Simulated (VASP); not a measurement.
Computed with RPBE GGA, VASP's PBE PAW potentials (set 64) (plane waves; VASP).

A VASP calculation is set up with these files.

### POSCAR
```
O2
1
   11.0000000000     0.0000000000     0.0000000000
    0.0000000000    11.5000000000     0.0000000000
    0.0000000000     0.0000000000    12.0000000000
O
2
Direct
  0.5000000000   0.5000000000   0.4495830000
  0.5000000000   0.5000000000   0.5504170000
```

### KPOINTS
```
Automatic mesh
0
G
 1 1 1
0 0 0
```

**INCAR**
```
# general
SYSTEM  = O2
PREC    = Normal
ENCUT   = 400
LREAL   = .FALSE.
LASPH   = .TRUE.

# electronic loop
EDIFF   = 1E-5
NELM    = 100
NELMIN  = 4
ALGO    = Normal

# smearing
ISMEAR  = 0
SIGMA   = 0.01

# functional
GGA     = RP

# spin
ISPIN   = 2
MAGMOM  = 2*1.0000
NUPDOWN = 2

# ions
IBRION  = 2
NSW     = 50
ISIF    = 2
EDIFFG  = -0.03

# output
LWAVE   = .FALSE.
LCHARG  = .FALSE.
LORBIT  = 10
```

POTCAR, in this order: O (PBE.64 set). Program: vasp_gam.

The resulting files:

OUTCAR:
```
 ion  position               nearest neighbor table
   1  0.500  0.500  0.450-   2 1.21
   2  0.500  0.500  0.550-   1 1.21
  LATTYP: Found a simple orthorhombic cell.
 ALAT       =    11.0000000000
 B/A-ratio  =     1.0454545455
 C/A-ratio  =     1.0909090909
 Subroutine PRICEL returns:
 Original cell was already a primitive cell.
 Subroutine GETGRP returns: Found  8 space group operations
The static configuration has the point symmetry D_2h.
The dynamic configuration has the point symmetry D_2h.
The overall configuration has the point symmetry D_2h.
 Subroutine INISYM returns: Found  8 space group operations
 Subroutine IBZKPT returns following result:
 Found      1 irreducible k-points:

 Following reciprocal coordinates:
            Coordinates               Weight
  0.000000  0.000000  0.000000      1.000000
   k-points           NKPTS =      1   k-points in BZ     NKDIM =      1   number of bands    NBANDS=     11
   number of dos      NEDOS =    301   number of ions     NIONS =      2
   total plane-waves  NPLWV = 181440
   dimension x,y,z NGX =    54 NGY =   56 NGZ =   60
   dimension x,y,z NGXF=   108 NGYF=  112 NGZF=  120
   ions per type =               2
   PREC   = normal    normal or accurate (medium, high low for compatibility)
   ISTART =      0    job   : 0-new  1-cont  2-samecut
   ICHARG =      2    charge: 1-file 2-atom 10-const
   ISPIN  =      2    spin polarized calculation?
   LNONCOLLINEAR =      F non collinear calculations
   LSORBIT =      F    spin-orbit coupling
   INIWAV =      1    electr: 0-lowe 1-rand  2-diag
   ENCUT  =  400.0 eV  29.40 Ry    5.42 a.u.  17.94 18.75 19.57*2*pi/ulx,y,z
   NELM   =    100;   NELMIN=  4; NELMDL= -5     # of ELM steps
   EDIFF  = 0.1E-04   stopping-criterion for ELM
   LREAL  =      F    real-space projection
   NLSPLINE    = F    spline interpolate recip. space projectors
   LMAXMIX     =    2 max onsite mixed and CHGCAR
   VOSKOWN=      0    Vosko Wilk Nusair interpolation
...
```

**OSZICAR**
```
       N       E                     dE             d eps       ncg     rms          rms(c)
DAV:   1     0.129081236963E+03    0.12908E+03   -0.25551E+03    60   0.478E+02
DAV:   2     0.460456902412E+02   -0.83036E+02   -0.81355E+02    72   0.988E+01
DAV:   3    -0.502719299290E+01   -0.51073E+02   -0.50761E+02    66   0.883E+01
DAV:   4    -0.941633785429E+01   -0.43891E+01   -0.43869E+01    50   0.333E+01
DAV:   5    -0.949432058001E+01   -0.77983E-01   -0.77974E-01    72   0.451E+00    0.649E+00
DAV:   6    -0.922979177270E+01    0.26453E+00   -0.12219E+00    47   0.103E+01    0.304E+00
DAV:   7    -0.957069199369E+01   -0.34090E+00   -0.20741E-01    47   0.462E+00    0.152E+00
DAV:   8    -0.957557443608E+01   -0.48824E-02   -0.75893E-02    47   0.236E+00    0.448E-01
DAV:   9    -0.958515031740E+01   -0.95759E-02   -0.62600E-03    50   0.794E-01    0.207E-01
DAV:  10    -0.958657120165E+01   -0.14209E-02   -0.11957E-03    44   0.362E-01    0.538E-02
DAV:  11    -0.958673620606E+01   -0.16500E-03   -0.10905E-04    44   0.107E-01    0.183E-02
DAV:  12    -0.958689568567E+01   -0.15948E-03   -0.31289E-05    44   0.497E-02    0.836E-03
DAV:  13    -0.958703133448E+01   -0.13565E-03   -0.10392E-05    47   0.268E-02    0.484E-03
DAV:  14    -0.958714733058E+01   -0.11600E-03   -0.72855E-06    44   0.212E-02    0.332E-03
DAV:  15    -0.958728774178E+01   -0.14041E-03   -0.10549E-05    47   0.198E-02    0.208E-03
DAV:  16    -0.958737413767E+01   -0.86396E-04   -0.37879E-06    47   0.142E-02    0.152E-03
DAV:  17    -0.958744812565E+01   -0.73988E-04   -0.35333E-06    44   0.136E-02    0.825E-04
DAV:  18    -0.958747216534E+01   -0.24040E-04   -0.95314E-07    53   0.737E-03    0.647E-04
DAV:  19    -0.958750069593E+01   -0.28531E-04   -0.94241E-07    44   0.508E-03    0.341E-04
DAV:  20    -0.958751400607E+01   -0.13310E-04   -0.27729E-07    50   0.271E-03    0.204E-04
DAV:  21    -0.958751729196E+01   -0.32859E-05   -0.27030E-08    50   0.122E-03
   1 F= -.95875173E+01 E0= -.95875173E+01  d E =-.958752E+01  mag=     2.0000
       N       E                     dE             d eps       ncg     rms          rms(c)
DAV:   1    -0.859498693167E+01    0.99253E+00   -0.15255E+02    56   0.107E+02    0.465E+00
DAV:   2    -0.865330685027E+01   -0.58320E-01   -0.20628E+00    60   0.132E+01    0.164E+00
DAV:   3    -0.872842517922E+01   -0.75118E-01   -0.74122E-02    63   0.297E+00    0.708E-01
DAV:   4    -0.874240032772E+01   -0.13975E-01   -0.11082E-02    77   0.103E+00    0.294E-01
DAV:   5    -0.874864784943E+01   -0.62475E-02   -0.13925E-03    60   0.380E-01    0.117E-01
DAV:   6    -0.875138671092E+01   -0.27389E-02   -0.51313E-04    74   0.243E-01    0.247E-02
DAV:   7    -0.875180217533E+01   -0.41546E-03   -0.80204E-05    74   0.101E-01    0.115E-02
DAV:   8    -0.875208663596E+01   -0.28446E-03   -0.27125E-05    68   0.486E-02    0.589E-03
DAV:   9    -0.875235025302E+01   -0.26362E-03   -0.25367E-05    82   0.359E-02    0.355E-03
DAV:  10    -0.875251967692E+01   -0.16942E-03   -0.13223E-05    76   0.250E-02    0.270E-03
DAV:  11    -0.875263014927E+01   -0.11047E-03   -0.76593E-06    79   0.199E-02    0.163E-03
DAV:  12    -0.875269526426E+01   -0.65115E-04   -0.25054E-06    76   0.141E-02    0.113E-03
DAV:  13    -0.875272684467E+01   -0.31580E-04   -0.16663E-06    85   0.123E-02    0.741E-04
DAV:  14    -0.875274159561E+01   -0.14751E-04   -0.64873E-07    77   0.778E-03    0.510E-04
DAV:  15    -0.875275300343E+01   -0.11408E-04   -0.44672E-07    61   0.505E-03    0.254E-04
DAV:  16    -0.875275700127E+01   -0.39978E-05   -0.11909E-07    55   0.261E-03
   2 F= -.87527570E+01 E0= -.87527570E+01  d E =0.834760E+00  mag=     2.0000
       N       E                     dE             d eps       ncg     rms          rms(c)
DAV:   1    -0.939276780467E+01   -0.64001E+00   -0.10971E+02    47   0.928E+01    0.381E+00
DAV:   2    -0.954631261236E+01   -0.15354E+00   -0.21276E+00    56   0.130E+01    0.186E+00
DAV:   3    -0.960726818018E+01   -0.60956E-01   -0.12388E-01    50   0.297E+00    0.797E-01
DAV:   4    -0.961295541672E+01   -0.56872E-02   -0.53497E-02    47   0.181E+00    0.257E-01
DAV:   5    -0.961724221385E+01   -0.42868E-02   -0.28946E-03    44   0.519E-01    0.134E-01
DAV:   6    -0.961931030350E+01   -0.20681E-02   -0.76444E-04    44   0.297E-01    0.536E-02
DAV:   7    -0.961989246615E+01   -0.58216E-03   -0.13468E-04    47   0.127E-01    0.114E-02
DAV:   8    -0.962012885320E+01   -0.23639E-03   -0.15989E-05    53   0.343E-02    0.710E-03
DAV:   9    -0.962045346744E+01   -0.32461E-03   -0.44126E-05    47   0.423E-02    0.360E-03
DAV:  10    -0.962057784615E+01   -0.12438E-03   -0.13928E-05    50   0.265E-02    0.273E-03
DAV:  11    -0.962069013794E+01   -0.11229E-03   -0.90768E-06    53   0.211E-02    0.190E-03
DAV:  12    -0.962075765749E+01   -0.67520E-04   -0.49276E-06    50   0.156E-02    0.129E-03
DAV:  13    -0.962078631936E+01   -0.28662E-04   -0.70287E-07    47   0.676E-03    0.840E-04
DAV:  14    -0.962081224482E+01   -0.25925E-04   -0.54787E-07    44   0.500E-03    0.456E-04
DAV:  15    -0.962082081219E+01   -0.85674E-05   -0.14242E-07    53   0.233E-03
   3 F= -.96208208E+01 E0= -.96208208E+01  d E =-.333035E-01  mag=     2.0000
       N       E                     dE             d eps       ncg     rms          rms(c)
DAV:   1    -0.962107971921E+01   -0.26747E-03   -0.19525E-02    47   0.125E+00    0.524E-02
DAV:   2    -0.962108334993E+01   -0.36307E-05   -0.26332E-04    50   0.157E-01    0.232E-02
DAV:   3    -0.962109004092E+01   -0.66910E-05   -0.15847E-05    56   0.419E-02    0.100E-02
DAV:   4    -0.962109597252E+01   -0.59316E-05   -0.62787E-06    44   0.215E-02
   4 F= -.96210960E+01 E0= -.96210960E+01  d E =-.335787E-01  mag=     2.0000
```

**OUTCAR**
```
------------------------ aborting loop because EDIFF is reached ----------------------------------------
  FORCE on cell =-STRESS in cart. coord.  units (eV):
  Direction    XX          YY          ZZ          XY          YZ          ZX
  --------------------------------------------------------------------------------------
  Total       -1.5093085     -1.4770013     -1.1625419      0.0000000      0.0000000      0.0000000
  in kB       -1.5930039     -1.5589052     -1.2270081      0.0000000      0.0000000      0.0000000
  external PRESSURE =      -1.4596391 kB  Pullay stress =       0.0000000 kB
  volume of cell :     1518.00
      direct lattice vectors                 reciprocal lattice vectors
    11.000000000  0.000000000  0.000000000     0.090909091  0.000000000  0.000000000
     0.000000000 11.500000000  0.000000000     0.000000000  0.086956522  0.000000000
     0.000000000  0.000000000 12.000000000     0.000000000  0.000000000  0.083333333
 POSITION                                       TOTAL-FORCE (eV/Angst)
 -----------------------------------------------------------------------------------
      5.50000      5.75000      5.37995         0.000000      0.000000      0.021002
      5.50000      5.75000      6.62005         0.000000      0.000000     -0.021002
 -----------------------------------------------------------------------------------
    total drift:                                0.000000      0.000000      0.000000
  FREE ENERGIE OF THE ION-ELECTRON SYSTEM (eV)
  ---------------------------------------------------
  free  energy   TOTEN  =        -9.6210959725 eV

  energy  without entropy=       -9.6210959725  energy(sigma->0) =       -9.62109597

 total charge

# of ion       s       p       d       tot
------------------------------------------
    1        1.644   3.281   0.000   4.924
    2        1.644   3.281   0.000   4.924
--------------------------------------------------
tot          3.287   6.561   0.000   9.848

 magnetization (x)

# of ion       s       p       d       tot
------------------------------------------
    1        0.010   0.808   0.000   0.818
    2        0.010   0.808   0.000   0.818
--------------------------------------------------
tot          0.020   1.616   0.000   1.636

 reached required accuracy - stopping structural energy minimisation
```
(Selected blocks of OUTCAR.)

### CONTCAR
```
O2
   1.00000000000000
    11.0000000000000000    0.0000000000000000    0.0000000000000000
     0.0000000000000000   11.5000000000000000    0.0000000000000000
     0.0000000000000000    0.0000000000000000   12.0000000000000000
  O
     2
Direct
     0.5000000000000000    0.5000000000000000    0.4483288864699055
     0.5000000000000000    0.5000000000000000    0.5516711135300946
```

### OUTCAR
```
 val. band max:       -6.9502476456   @ k =   0.0000   0.0000   0.0000

 cond. band min:      -4.5904220853   @ k =   0.0000   0.0000   0.0000


 Fermi energy:        -6.8848250284

 spin component 1

 k-point     1 :       0.0000    0.0000    0.0000
  band No.  band energies     occupation
      1     -32.3622      1.00000
      2     -20.7435      1.00000
      3     -13.2980      1.00000
      4     -13.1494      1.00000
      5     -13.1478      1.00000
      6      -6.9514      1.00000
      7      -6.9502      1.00000
      8      -0.3443      0.00000
      9       0.4789      0.00000
     10       0.6968      0.00000
     11       0.7963      0.00000

 Fermi energy:       -11.1846505200

 spin component 2

 k-point     1 :       0.0000    0.0000    0.0000
  band No.  band energies     occupation
      1     -31.1236      1.00000
      2     -18.9220      1.00000
      3     -12.4078      1.00000
      4     -11.2515      1.00000
      5     -11.2505      1.00000
      6      -4.5904      0.00000
      7      -4.5897      0.00000
      8      -0.2338      0.00000
      9       0.7240      0.00000
     10       0.7935      0.00000
     11       0.9053      0.00000
```

At this cut-off the stress carries a Pulay error, which pulls relaxed volumes low.

The cell is a molecule in a box.
